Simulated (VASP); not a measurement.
## Dynamics of Ba2H3NO6 at finite temperature

Wanted: temperature and structure of Ba2H3NO6 along a short trajectory. The start is a cell from a database of measured crystal structures.

Main program and level: VASP 6.6.1; PBE with D3(BJ); plane waves and PAW (Ba_sv, O, N, H).

### Step 1. Set-up

It takes space group P-62m (No. 189, hexagonal). The conventional cell has a = 6.907 Å, b = 6.907 Å, c = 3.803 Å, α = 90.00°, β = 90.00°, γ = 120.00°. Nearest to Ba lie 9 O at 2.78 to 2.98 Å and 6 H at 2.99 Å. Nearest to O lie 1 H at 0.81 Å and 4 Ba at 2.78 Å. O has 1 N at 1.24 Å and 4 H at 2.75 Å and 2 Ba at 2.98 Å nearest. Nearest to N lie 3 O at 1.24 Å. Nearest to H lie 5 O at 0.81 to 2.75 Å and 2 N at 2.97 Å and 4 Ba at 2.99 Å. Farther neighbours and most contacts between anions are not listed.

Coordinates:

```xyz
12
Lattice="6.9069 0.0000 0.0000 -3.4535 5.9816 0.0000 0.0000 0.0000 3.8028" Properties=species:S:1:pos:R:3 pbc="T T T"
Ba    3.4535    1.9939    0.0000
Ba    0.0000    3.9877    0.0000
O    -1.5492    2.6833    1.9014
O     1.9042    3.2982    1.9014
O     3.0984    0.0000    1.9014
O     5.6664    0.0000    0.0000
O    -2.8332    4.9073    0.0000
O     0.6202    1.0743    0.0000
N     0.0000    0.0000    0.0000
H    -1.1431    1.9799    1.9014
H     2.3104    4.0017    1.9014
H     2.2862    0.0000    1.9014
```

### Step 2. Relax the host

First cell and atoms are relaxed at a raised cutoff, so that later runs start from this functional's own cell.

The input, INCAR:

```
SYSTEM = Ba2H3NO6
PREC = Normal
ENCUT = 520
EDIFF = 1E-05
NELM = 120
ISMEAR = 0
SIGMA = 0.1
LREAL = Auto
ALGO = Fast
GGA = PE
IVDW = 12
NBANDS = 44
LORBIT = 11
LWAVE = .FALSE.
LCHARG = .FALSE.
KPAR = 4
LASPH = .TRUE.
IBRION = 2
NSW = 40
ISIF = 3
EDIFFG = -0.03
POTIM = 0.4
```

The input, POSCAR:

```
Ba2H3NO6
1.0
    6.9069000000      0.0000000000      0.0000000000
   -3.4534500000      5.9815508614      0.0000000000
    0.0000000000      0.0000000000      3.8028000000
Ba O N H
2 6 1 3
Direct
    0.6666666667      0.3333333333      0.0000000000
    0.3333333333      0.6666666667      0.0000000000
    0.0000000000      0.4486000000      0.5000000000
    0.5514000000      0.5514000000      0.5000000000
    0.4486000000      0.0000000000      0.5000000000
    0.8204000000      0.0000000000      0.0000000000
    0.0000000000      0.8204000000      0.0000000000
    0.1796000000      0.1796000000      0.0000000000
    0.0000000000      0.0000000000      0.0000000000
    0.0000000000      0.3310000000      0.5000000000
    0.6690000000      0.6690000000      0.5000000000
    0.3310000000      0.0000000000      0.5000000000
```

The input, KPOINTS:

```
Automatic mesh
0
Gamma
3 3 4
0 0 0
```

The projector-augmented-wave data sets are Ba_sv, O, N and H (PBE family, release 64).

On the command line:

```console
$ mpirun -np 4 vasp_std
```

Output:

```text
[banner, memory and clock lines left out]
running    4 mpi-ranks, on    1 nodes
 distrk:  each k-point on    1 cores,    4 groups
 distr:  one band on    1 cores,    1 groups

 POSCAR found type information on POSCAR BaO N H
 POSCAR found :  4 types and      12 ions
 LDA part: xc-table for (Slater+PW92), standard interpolation
 POSCAR, INCAR and KPOINTS ok, starting setup
 FFT: planning ... GRIDC
 FFT: planning ... GRID_SOFT
 FFT: planning ... GRID
 WAVECAR not read
 entering main loop
       N       E                     dE             d eps       ncg     rms          rms(c)
DAV:   1     0.429169896963E+03    0.42917E+03   -0.32701E+04   792   0.135E+03
DAV:   2    -0.454447577098E+02   -0.47461E+03   -0.45369E+03  1012   0.305E+02
DAV:   3    -0.782950872182E+02   -0.32850E+02   -0.32606E+02  1004   0.853E+01
DAV:   4    -0.792398137478E+02   -0.94473E+00   -0.94314E+00  1248   0.121E+01
DAV:   5    -0.792504847188E+02   -0.10671E-01   -0.10669E-01   964   0.128E+00    0.211E+01
RMM:   6    -0.676663327342E+02    0.11584E+02   -0.39457E+01   792   0.244E+01    0.786E+00
RMM:   7    -0.676385849790E+02    0.27748E-01   -0.40641E+00   816   0.787E+00    0.537E+00
RMM:   8    -0.674400658197E+02    0.19852E+00   -0.88723E-01   813   0.487E+00    0.110E+00
RMM:   9    -0.674314873109E+02    0.85785E-02   -0.27113E-01   859   0.180E+00    0.524E-01
RMM:  10    -0.674358808365E+02   -0.43935E-02   -0.56104E-02   873   0.916E-01    0.169E-01
RMM:  11    -0.674372112945E+02   -0.13305E-02   -0.16844E-02   906   0.450E-01    0.892E-02
RMM:  12    -0.674376139997E+02   -0.40271E-03   -0.46721E-03   984   0.199E-01    0.435E-02
RMM:  13    -0.674377739058E+02   -0.15991E-03   -0.15284E-03   958   0.102E-01    0.197E-02
RMM:  14    -0.674378259544E+02   -0.52049E-04   -0.59206E-04   841   0.580E-02    0.878E-03
RMM:  15    -0.674378538423E+02   -0.27888E-04   -0.26584E-04   662   0.333E-02    0.457E-03
RMM:  16    -0.674378654702E+02   -0.11628E-04   -0.10536E-04   636   0.224E-02    0.336E-03
RMM:  17    -0.674378702446E+02   -0.47744E-05   -0.50319E-05   554   0.136E-02
   1 F= -.68810824E+02 E0= -.68810824E+02  d E =-.688108E+02
 curvature:   0.00 expect dE= 0.000E+00 dE for cont linesearch  0.000E+00
 trial: gam= 0.00000 g(F)=  0.515E+02 g(S)=  0.329E+01 ort = 0.000E+00 (trialstep = 0.100E+01)
 search vector abs. value=  0.548E+02
 bond charge predicted
       N       E                     dE             d eps       ncg     rms          rms(c)
DAV:   1    -0.265103308713E+02    0.40928E+02   -0.37674E+03   860   0.251E+02    0.273E+01
RMM:   2    -0.527812349901E+02   -0.26271E+02   -0.39637E+02   874   0.775E+01    0.137E+01
RMM:   3    -0.565829696784E+02   -0.38017E+01   -0.66492E+01   888   0.293E+01    0.133E+01
RMM:   4    -0.559918504086E+02    0.59112E+00   -0.17307E+01   966   0.109E+01    0.988E+00
RMM:   5    -0.630720002389E+02   -0.70801E+01   -0.22243E+01   918   0.133E+01    0.255E+01
RMM:   6    -0.591030528428E+02    0.39689E+01   -0.22514E+00   925   0.475E+00    0.189E+01
RMM:   7    -0.574980505405E+02    0.16050E+01   -0.96593E-01   976   0.233E+00    0.144E+01
RMM:   8    -0.570196219681E+02    0.47843E+00   -0.41614E-01   941   0.182E+00    0.135E+01
RMM:   9    -0.562092518251E+02    0.81037E+00   -0.11049E+01  1075   0.882E+00    0.804E+00
RMM:  10    -0.557398147273E+02    0.46944E+00   -0.54632E-01   872   0.231E+00    0.620E+00
RMM:  11    -0.552399153092E+02    0.49990E+00   -0.92089E-01   920   0.310E+00    0.121E+00
RMM:  12    -0.552835207604E+02   -0.43605E-01   -0.70601E-02   844   0.931E-01    0.183E+00
RMM:  13    -0.552463813408E+02    0.37139E-01   -0.95067E-02   848   0.920E-01    0.808E-01
RMM:  14    -0.552405787989E+02    0.58025E-02   -0.10732E-02   876   0.358E-01    0.615E-01
RMM:  15    -0.552329491596E+02    0.76296E-02   -0.75426E-03   847   0.259E-01    0.356E-01
RMM:  16    -0.552296823390E+02    0.32668E-02   -0.55673E-03   854   0.222E-01    0.167E-01
RMM:  17    -0.552293672056E+02    0.31513E-03   -0.13470E-03   875   0.107E-01    0.107E-01
RMM:  18    -0.552291496755E+02    0.21753E-03   -0.54719E-04   825   0.649E-02    0.585E-02
RMM:  19    -0.552290745754E+02    0.75100E-04   -0.44788E-04   808   0.574E-02    0.258E-02
RMM:  20    -0.552290772878E+02   -0.27125E-05   -0.11625E-04   741   0.297E-02    0.622E-03
RMM:  21    -0.552290837662E+02   -0.64783E-05   -0.38320E-05   572   0.146E-02
   2 F= -.56563604E+02 E0= -.56557729E+02  d E =0.122472E+02
[... from here on, the cycles between the ionic steps are left out ...]
   3 F= -.59527637E+02 E0= -.59527636E+02  d E =0.928319E+01
   4 F= -.62875073E+02 E0= -.62875073E+02  d E =0.593575E+01
   5 F= -.69075937E+02 E0= -.69075937E+02  d E =-.265113E+00
   6 F= -.71534402E+02 E0= -.71534402E+02  d E =-.272358E+01
   7 F= -.71774769E+02 E0= -.71774769E+02  d E =-.296394E+01
   8 F= -.71818850E+02 E0= -.71818850E+02  d E =-.300803E+01
   9 F= -.71821788E+02 E0= -.71821788E+02  d E =-.301096E+01
  10 F= -.71821581E+02 E0= -.71821581E+02  d E =-.301076E+01
  11 F= -.71817646E+02 E0= -.71817646E+02  d E =0.393567E-02
  12 F= -.71833511E+02 E0= -.71833511E+02  d E =-.119294E-01
  13 F= -.71838428E+02 E0= -.71838428E+02  d E =-.491721E-02
  14 F= -.71842511E+02 E0= -.71842511E+02  d E =-.899972E-02
  15 F= -.71843725E+02 E0= -.71843725E+02  d E =-.121402E-02
  16 F= -.71844008E+02 E0= -.71844008E+02  d E =-.149718E-02
  17 F= -.71844934E+02 E0= -.71844934E+02  d E =-.926054E-03
  18 F= -.71847084E+02 E0= -.71847084E+02  d E =-.307646E-02
  19 F= -.71849182E+02 E0= -.71849182E+02  d E =-.517440E-02
  20 F= -.71849512E+02 E0= -.71849512E+02  d E =-.329432E-03
  21 F= -.71850458E+02 E0= -.71850458E+02  d E =-.127597E-02
  22 F= -.71852222E+02 E0= -.71852222E+02  d E =-.304031E-02
  23 F= -.71855331E+02 E0= -.71855331E+02  d E =-.614929E-02
  24 F= -.71858740E+02 E0= -.71858740E+02  d E =-.955740E-02
  25 F= -.71856598E+02 E0= -.71856598E+02  d E =-.741633E-02
  26 F= -.71859550E+02 E0= -.71859550E+02  d E =-.103680E-01
  27 F= -.71859525E+02 E0= -.71859525E+02  d E =-.103433E-01
  28 F= -.71859556E+02 E0= -.71859556E+02  d E =-.103742E-01
  29 F= -.71860018E+02 E0= -.71860018E+02  d E =-.461595E-03
  30 F= -.71860055E+02 E0= -.71860055E+02  d E =-.498544E-03
  31 F= -.71859939E+02 E0= -.71859939E+02  d E =-.382430E-03
  32 F= -.71860047E+02 E0= -.71860047E+02  d E =-.490963E-03
  33 F= -.71860058E+02 E0= -.71860058E+02  d E =-.501430E-03
  34 F= -.71860059E+02 E0= -.71860059E+02  d E =-.502517E-03
 curvature:  -0.79 expect dE=-0.488E-03 dE for cont linesearch -0.485E-07
 trial: gam= 0.07121 g(F)=  0.557E-03 g(S)=  0.650E-04 ort =-0.572E-04 (trialstep = 0.262E+00)
 search vector abs. value=  0.883E-03
 bond charge predicted
       N       E                     dE             d eps       ncg     rms          rms(c)
DAV:   1    -0.705214616332E+02   -0.26050E-03   -0.10453E-02   824   0.498E-01    0.359E-02
RMM:   2    -0.705214740112E+02   -0.12378E-04   -0.29315E-04   744   0.778E-02    0.163E-02
RMM:   3    -0.705214742602E+02   -0.24897E-06   -0.25045E-05   523   0.253E-02
  35 F= -.71860153E+02 E0= -.71860153E+02  d E =-.942142E-04
 trial-energy change:   -0.000094  1 .order   -0.000093   -0.000162   -0.000024
 step:   0.3073(harm=  0.3073)  dis= 0.00074  next Energy=   -71.860154 (dE=-0.950E-04)
 reached required accuracy - stopping structural energy minimisation
```

Elapsed: 2.3 min, on 4 MPI ranks of Intel Xeon 6975P-C (Granite Rapids), shared host; peak memory 0.97 GiB; 8.1 min of CPU time.

Lines that name or quote the potential files are left out of all logs, and their timing lines are given in words.

OUTCAR, selected parts (step 2):

```text
ion  position               nearest neighbor table
   1  0.667  0.333  0.000-   3 2.78   3 2.78   5 2.78   5 2.78   4 2.78   4 2.78   6 2.98   7 2.98
                             8 2.98   2 3.99   2 3.99   2 3.99
   2  0.333  0.667  0.000-   5 2.78   5 2.78   3 2.78   3 2.78   4 2.78   4 2.78   7 2.98   6 2.98
                             8 2.98   1 3.99   1 3.99   1 3.99
   3  0.000  0.449  0.500-  10 0.81   1 2.78   1 2.78   2 2.78   2 2.78
   4  0.551  0.551  0.500-  11 0.81   2 2.78   2 2.78   1 2.78   1 2.78
   5  0.449  0.000  0.500-  12 0.81   2 2.78   2 2.78   1 2.78   1 2.78
   6  0.820  0.000  0.000-   9 1.24   1 2.98   2 2.98
   7  0.000  0.820  0.000-   9 1.24   2 2.98   1 2.98
   8  0.180  0.180  0.000-   9 1.24   1 2.98   2 2.98
   9  0.000  0.000  0.000-   6 1.24   7 1.24   8 1.24
  10  0.000  0.331  0.500-   3 0.81
  11  0.669  0.669  0.500-   4 0.81
  12  0.331  0.000  0.500-   5 0.81

  LATTYP: Found a hexagonal cell.
 ALAT       =     6.9069000000
 C/A-ratio  =     0.5505798549

 Subroutine GETGRP returns: Found 12 space group operations
 (whereof 12 operations were pure point group operations)

The static configuration has the point symmetry D_3h.

 Found      9 irreducible k-points:

   k-points           NKPTS =      9   k-points in BZ     NKDIM =      9   number of bands    NBANDS=     44

   dimension x,y,z NGX =    40 NGY =   40 NGZ =   24
   dimension x,y,z NGXF=    80 NGYF=   80 NGZF=   48

   ENCUT  =  520.0 eV  38.22 Ry    6.18 a.u.  12.84 12.84  7.07*2*pi/ulx,y,z

   NELECT =      64.0000    total number of electrons

 k-points in reciprocal lattice and weights: Automatic mesh
   0.00000000  0.00000000  0.00000000       0.028
   0.33333333  0.00000000  0.00000000       0.167
   0.33333333  0.33333333  0.00000000       0.056
   0.00000000  0.00000000  0.25000000       0.056
   0.33333333  0.00000000  0.25000000       0.333
   0.33333333  0.33333333  0.25000000       0.111
   0.00000000  0.00000000  0.50000000       0.028
   0.33333333  0.00000000  0.50000000       0.167
   0.33333333  0.33333333  0.50000000       0.056

 Edisp (eV)   -1.33886

 average (electrostatic) potential at core
       1 -36.7279       2 -36.7279       3 -72.8094       4 -72.8094       5 -72.8094
       6 -75.5031       7 -75.5031       8 -75.5031       9 -74.2885      10 -37.5674
      11 -37.5673      12 -37.5674

 E-fermi :   0.5796

 k-point     1 :       0.0000    0.0000    0.0000
  band No.  band energies     occupation
    ...
     28      -0.7350      2.00000
     29      -0.6555      2.00000
     30      -0.0987      2.00000
     31      -0.0987      2.00000
     32       0.0288      2.00000
     33       3.2195      0.00000
     34       4.5855      0.00000
     35       5.0381      0.00000
     36       6.7932      0.00000
     37       6.7932      0.00000
    ...

 k-point     2 :       0.3333    0.0000    0.0000
  band No.  band energies     occupation
    ...
     28      -0.6930      2.00000
     29      -0.5693      2.00000
     30      -0.4306      2.00000
     31      -0.1189      2.00000
     32      -0.0700      2.00000
     33       3.1707      0.00000
     34       5.2345      0.00000
     35       5.4981      0.00000
     36       6.3403      0.00000
     37       6.4375      0.00000
    ...

 k-point     3 :       0.3333    0.3333    0.0000
  band No.  band energies     occupation
    ...
     28      -0.7393      2.00000
     29      -0.6950      2.00000
     30      -0.3194      2.00000
     31      -0.3194      2.00000
     32      -0.0493      2.00000
     33       3.1484      0.00000
     34       5.5773      0.00000
     35       5.9198      0.00000
     36       5.9198      0.00000
     37       6.2162      0.00000
    ...

 Edisp (eV)   -1.33868

  Total      -0.02071    -0.02071     0.06794     0.00000     0.00000     0.00000
  in kB      -0.20576    -0.20576     0.67492     0.00000     0.00000     0.00000
  external pressure =        0.09 kB  Pullay stress =        0.00 kB

  energy-cutoff  :      520.00
  volume of cell :      161.29
      direct lattice vectors                 reciprocal lattice vectors
     6.986129979  0.000000000  0.000000000     0.143140766  0.082642360  0.000000000
    -3.493064989  6.050166036  0.000000000     0.000000000  0.165284720  0.000000000
     0.000000000 -0.000000000  3.815876484     0.000000000 -0.000000000  0.262062990

 POSITION                                       TOTAL-FORCE (eV/Angst)
 -----------------------------------------------------------------------------------
      3.49306      2.01672      0.00000         0.000000      0.000000     -0.000000
     -0.00000      4.03344      0.00000         0.000000      0.000000     -0.000000
     -1.56263      2.70655      1.90794        -0.003092      0.005355     -0.000000
      1.93044      3.34361      1.90794        -0.003092     -0.005355     -0.000000
      3.12526      0.00000      1.90794         0.006184      0.000000     -0.000000
      5.71806      0.00000      0.00000        -0.012048      0.000000     -0.000000
     -2.85903      4.95199      0.00000         0.006024     -0.010434     -0.000000
      0.63403      1.09818      0.00000         0.006024      0.010434      0.000000
      0.00000      0.00000      0.00000         0.000000      0.000000     -0.000000
      5.91134      1.86159      1.90794         0.001549     -0.002684     -0.000000
      2.41828      4.18858      1.90794         0.001549      0.002684      0.000000
      2.14958      0.00000      1.90794        -0.003099      0.000000      0.000000
 -----------------------------------------------------------------------------------
    total drift:                                0.000113      0.000196      0.000009

  FREE ENERGIE OF THE ION-ELECTRON SYSTEM (eV)
  ---------------------------------------------------
  free  energy   TOTEN  =       -71.8601530502 eV

  energy  without entropy=      -71.8601530502  energy(sigma->0) =      -71.86015305

 reached required accuracy - stopping structural energy minimisation

 total charge
# of ion       s       p       d       tot
------------------------------------------
    1        2.003   5.639   0.254   7.896
    2        2.003   5.639   0.254   7.896
    3        1.560   3.527   0.000   5.087
    4        1.560   3.527   0.000   5.087
    5        1.560   3.527   0.000   5.087
    6        1.587   3.489   0.000   5.076
    7        1.587   3.489   0.000   5.076
    8        1.587   3.489   0.000   5.076
    9        1.212   2.595   0.000   3.807
   10        0.629   0.122   0.000   0.750
   11        0.629   0.122   0.000   0.750
   12        0.629   0.122   0.000   0.750
--------------------------------------------------
tot         16.547  35.285   0.509  52.341

[... 3 further parts left out ...]
```

The gap is read on the k-mesh alone, so it is an upper bound where the band edges lie off the mesh. Harder data sets than Ba_sv exist (the GW ones), and pressures, volumes and forces can shift noticeably with them. The run keeps the 12 symmetry operations of its start, so it cannot find a distortion of lower symmetry.

Step by step (22 of 35):

```
step  energy less that of the first step (eV)  largest force (eV/Å)  pressure (GPa)  volume (Å³)
   1                                   0.0000               14.9429           15.74       157.11
   3                                   9.2832                4.5095          -13.92       176.44
   4                                   5.9358                4.7123          -12.63       171.82
   6                                  -2.7236                2.6994           -2.02       160.72
   7                                  -2.9639                1.2586            3.09       158.91
   9                                  -3.0110                0.5353            1.48       159.40
  11                                  -3.0068                0.9251           -0.63       161.29
  12                                  -3.0227                0.1524            0.54       160.24
  14                                  -3.0317                0.2348           -0.28       162.74
  16                                  -3.0332                0.1047           -0.15       162.99
  17                                  -3.0341                0.1096           -0.16       162.97
  19                                  -3.0384                0.3012           -0.50       162.78
  20                                  -3.0387                0.2935           -0.54       162.76
  22                                  -3.0414                0.2322           -0.41       162.58
  24                                  -3.0479                0.0673           -0.19       161.83
  25                                  -3.0458                0.2500            0.12       160.84
  27                                  -3.0487                0.1212           -0.06       161.45
  29                                  -3.0492                0.0668            0.03       161.33
  30                                  -3.0492                0.0682            0.05       161.27
  32                                  -3.0492                0.0706            0.07       161.24
  33                                  -3.0492                0.0693            0.10       161.26
  35                                  -3.0493                0.0120            0.01       161.29
```

```
conventional cell, symmetrised  before  after  change
                         a (Å)   6.907  6.986  +1.1 %
                         b (Å)   6.907  6.986  +1.1 %
                         c (Å)   3.803  3.816  +0.3 %
              volume (Å³/atom)   13.09  13.44  +2.7 %
```

The atoms that moved most (Å, as changes of fractional coordinates times the final cell):

```
atom      dx      dy     dz  length
 H10   0.081  -0.141  0.000   0.163
 H11   0.081   0.141  0.000   0.163
 H12  -0.163   0.000  0.000   0.163
  O7   0.007  -0.012  0.000   0.013
  O8   0.007   0.012  0.000   0.013
  O6  -0.013   0.000  0.000   0.013
  O3   0.004  -0.008  0.000   0.009
  O4   0.004   0.008  0.000   0.009
```

The relaxed structure:

```xyz
12
Lattice="6.9861 0.0000 0.0000 -3.4931 6.0502 0.0000 0.0000 0.0000 3.8159" Properties=species:S:1:pos:R:3 pbc="T T T"
Ba    3.4931    2.0167    0.0000
Ba    0.0000    4.0334    0.0000
O    -1.5626    2.7066    1.9079
O     1.9304    3.3436    1.9079
O     3.1253    0.0000    1.9079
O     5.7181    0.0000    0.0000
O    -2.8590    4.9520    0.0000
O     0.6340    1.0982    0.0000
N     0.0000    0.0000    0.0000
H    -1.0748    1.8616    1.9079
H     2.4183    4.1886    1.9079
H     2.1496    0.0000    1.9079
```

A gap read on the k-mesh alone can miss the band edges.

Numbers from this step:

* electronic cycles: 221
* electrons: 64
* free energy (TOTEN): -71.8602 eV
* Fermi energy: 0.5796 eV
* labelled metallic, from the levels on this mesh: no
* gap on the k-mesh: 2.713 eV
* least direct gap on the k-mesh: 2.713 eV

The run ended after 35 ionic steps, 3.049 eV below its first step, once forces and stress met EDIFFG = -0.03.

(Continued in part 2 of 3.)

[Lines on the potential files, build, host, timing and source positions are cut from VASP's logs without a mark.]

[Logs are printed without paths, hosts, clocks, repeated set-up lines and the standing remarks that a program may print on its own settings, such as how far it seeks lower states.]

[Hosts, paths, dates, database ids (printed as entryN), source tags and the programs' standing remarks are cut or masked in the printed files.]

[Runs that stopped without an error message from VASP are left out.]
